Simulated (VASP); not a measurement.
All values below come from optB88-vdW, VASP's PBE PAW potentials (set 64) (plane waves; VASP).

A VASP calculation is set up with these files.

File POSCAR:
```
CuZn
1
    2.9623692244    -0.0000000000    -0.0000000000
    0.0000000000     2.9623692244    -0.0000000000
    0.0000000000     0.0000000000     2.9623692244
Zn Cu
1 1
Direct
  0.5000000000   0.5000000000   0.5000000000
  0.0000000000   0.0000000000   0.0000000000
```

INCAR:
```
# general
SYSTEM    =  CuZn
PREC      =  Accurate
ENCUT     =  520
LREAL     =  F
LASPH     =  T

# electronic loop
EDIFF     =  1E-7
NELM      =  100
ALGO      =  Normal
LMAXMIX   =  4

# smearing
ISMEAR    =  -5

# functional
GGA       =  BO
LUSE_VDW  =  T
AGGAC     =  0.0
PARAM1    =  0.1833333333
PARAM2    =  0.22

# ions
ISIF      =  2

# output
LWAVE     =  F
LCHARG    =  T
LORBIT    =  11
NEDOS     =  601
```

### KPOINTS
```
Automatic mesh
0
Gamma
14 14 14
0 0 0
```

POTCAR, in this order: Zn Cu (PBE.64 set). Program: vasp_std.

The run wrote:

### OSZICAR
```
       N       E                     dE             d eps       ncg     rms          rms(c)
DAV:   1     0.119591345770E+03    0.11959E+03   -0.11671E+04  3712   0.254E+03
DAV:   2     0.359559622505E+01   -0.11600E+03   -0.11302E+03  3628   0.331E+02
DAV:   3     0.329486266392E+00   -0.32661E+01   -0.32576E+01  4398   0.750E+01
DAV:   4     0.306211512466E+00   -0.23275E-01   -0.23272E-01  4321   0.564E+00
DAV:   5     0.305910250605E+00   -0.30126E-03   -0.30124E-03  4716   0.668E-01    0.860E+00
DAV:   6     0.461912803806E+00    0.15600E+00   -0.13904E+01  3856   0.971E+01    0.532E+00
DAV:   7     0.119233902717E+01    0.73043E+00   -0.31538E+00  3746   0.819E+01    0.207E+00
DAV:   8     0.119327620987E+01    0.93718E-03   -0.13452E-01  4991   0.521E+00    0.115E+00
DAV:   9     0.120139643982E+01    0.81202E-02   -0.17483E-02  4427   0.335E+00    0.418E-02
DAV:  10     0.120135460295E+01   -0.41837E-04   -0.53235E-04  4281   0.329E-01    0.238E-02
DAV:  11     0.120134342084E+01   -0.11182E-04   -0.15541E-05  5462   0.666E-02    0.119E-02
DAV:  12     0.120134344056E+01    0.19721E-07   -0.16171E-06  4244   0.249E-02    0.171E-03
DAV:  13     0.120134343380E+01   -0.67580E-08   -0.18966E-07  3140   0.119E-02
   1 F= 0.12013434E+01 E0= 0.12013434E+01  d E =0.000000E+00
```

OUTCAR:
```
------------------------ aborting loop because EDIFF is reached ----------------------------------------
  FORCE on cell =-STRESS in cart. coord.  units (eV):
  Direction    XX          YY          ZZ          XY          YZ          ZX
  --------------------------------------------------------------------------------------
  Total        0.0393567      0.0393567      0.0393567     -0.0000000      0.0000000     -0.0000000
  in kB        2.4255575      2.4255575      2.4255575     -0.0000000      0.0000000     -0.0000000
  external PRESSURE =       2.4255575 kB  Pullay stress =       0.0000000 kB
  volume of cell :       26.00
      direct lattice vectors                 reciprocal lattice vectors
     2.962369224  0.000000000  0.000000000     0.337567644  0.000000000  0.000000000
     0.000000000  2.962369224  0.000000000     0.000000000  0.337567644  0.000000000
     0.000000000  0.000000000  2.962369224     0.000000000  0.000000000  0.337567644
 POSITION                                       TOTAL-FORCE (eV/Angst)
 -----------------------------------------------------------------------------------
      1.48118      1.48118      1.48118         0.000000      0.000000      0.000000
      0.00000      0.00000      0.00000         0.000000      0.000000      0.000000
 -----------------------------------------------------------------------------------
    total drift:                                0.000000      0.000000     -0.000000
  FREE ENERGIE OF THE ION-ELECTRON SYSTEM (eV)
  ---------------------------------------------------
  free  energy   TOTEN  =         1.2013434338 eV

  energy  without entropy=        1.2013434338  energy(sigma->0) =        1.20134343

 total charge

# of ion       s       p       d       tot
------------------------------------------
    1        0.596   0.508   9.747  10.852
    2        0.431   0.369   9.206  10.006
--------------------------------------------------
tot          1.027   0.878  18.953  20.858
```
(Selected blocks of OUTCAR.)

For a metal the tetrahedron method with Blöchl corrections gives inexact stress and forces.

The compound is CuZn in the CsCl type structure. It was relaxed first. The electron count is odd and the run is not spin-polarised, which forces a metal.
